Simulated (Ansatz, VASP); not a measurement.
## Two plane-wave programs on ScBS3

INCAR

```
SYSTEM = ScBS3
ALGO = Fast
EDIFF = 1E-7
EDIFFG = -0.01
ENCUT = 600
GGA = PE
IBRION = 2
ISIF = 3
ISMEAR = 0
LASPH = .True.
LCHARG = .False.
LREAL = .False.
LWAVE = .False.
NELM = 80
NSW = 100
PREC = Accurate
SIGMA = 0.1
```

The input KPOINTS:

```
k-points
0
Gamma
  10 10 10
  0 0 0
```

Contents of POSCAR:

```
ScBS3
1.0
    4.2348131290      0.0000000000      0.0000000000
    0.0000000000      4.2348131290      0.0000000000
    0.0000000000      0.0000000000      4.2348131290
Sc B S
1 1 3
Direct
    0.5000000000      0.5000000000      0.5000000000
    0.0000000000      0.0000000000      0.0000000000
    0.5000000000      0.0000000000      0.0000000000
    0.0000000000      0.5000000000      0.0000000000
    0.0000000000      0.0000000000      0.5000000000
```

Input for Ansatz:

```yaml
crystal:
  lattice:
    - [4.234813129, 0.0, 0.0]
    - [0.0, 4.234813129, 0.0]
    - [0.0, 0.0, 4.234813129]
  atoms:
    - { symbol: Sc, position: [0.5, 0.5, 0.5] }
    - { symbol: B, position: [0.0, 0.0, 0.0] }
    - { symbol: S, position: [0.5, 0.0, 0.0] }
    - { symbol: S, position: [0.0, 0.5, 0.0] }
    - { symbol: S, position: [0.0, 0.0, 0.5] }
basis:
  ecutwfc: 420
kpoints:
  mp_grid: { grid: [10, 10, 10] }
hamiltonian:
  xc: pbe
scf:
  occupations: { method: gaussian, width: 0.1 }
output:
  forces: true
  stress: true
  eigenvalues: true
relax:
  adjacent_minimum: "off"
  f_tol: 0.01
  max_steps: 80
  cell: { stress_tol: 0.05 }
```

Alike in both runs: task relaxation of cell and atoms; functional PBE; k mesh 10 × 10 × 10; occupations gaussian, width 0.1 eV; no spin polarisation.

```csv
,VASP,Ansatz
version,VASP 6.6.1,Ansatz 0.2.0
potentials or method,"VASP PAW PBE potentials, release 64 (Sc_sv, B, S)","scalar-relativistic, plane waves, PAW"
plane-wave cutoff (eV),600,420
valence electrons in the cell,32,32
```

```tsv
	VASP	Ansatz	Ansatz less VASP
gap on the k mesh at the Fermi level, each at its own relaxed structure (eV)	none	none	-
relaxed volume (Å³/atom)	15.24	15.24	-0.002
relaxed cell length with the largest relative difference (Å)	4.240	4.239	-0.0002
```

A gap of «none» marks a metal or a gap that the smearing closes.
